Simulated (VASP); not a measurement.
Data:

```
Sc
1.0
    1.57842    -2.73391     0.00000
    1.57842     2.73391     0.00000
    0.00000     0.00000     4.85870
Sc
2
Cartesian
  1.57842   0.91130   1.21467
  1.57842  -0.91130   3.64402
```

The numbers are results of LDA (Ceperley-Alder, Perdew-Zunger), VASP's LDA PAW potentials (set 64) (plane waves; VASP), not measurements. Settings: 500 eV cut-off, 13×13×8 Γ-centred mesh, first-order Methfessel-Paxton smearing of 0.10 eV, potentials Sc_sv.

**Question.** What does the run give for the energy per atom (σ→0), pressure, band gap (on the k-mesh) with the smallest direct gap where there is one?

**Answer.** 
```
Quantity                                                    Result
------------------------  ----------------------------------------
band gap (on the k-mesh)  none (metal, semimetal or under 0.01 eV)
energy per atom (σ→0)                               -6.701 eV/atom
pressure                                                  4.98 GPa
```

Only differences to runs with the same potentials and settings are physical.

The compound is Sc in the hcp structure. It was relaxed first under an external pressure of 5 GPa.
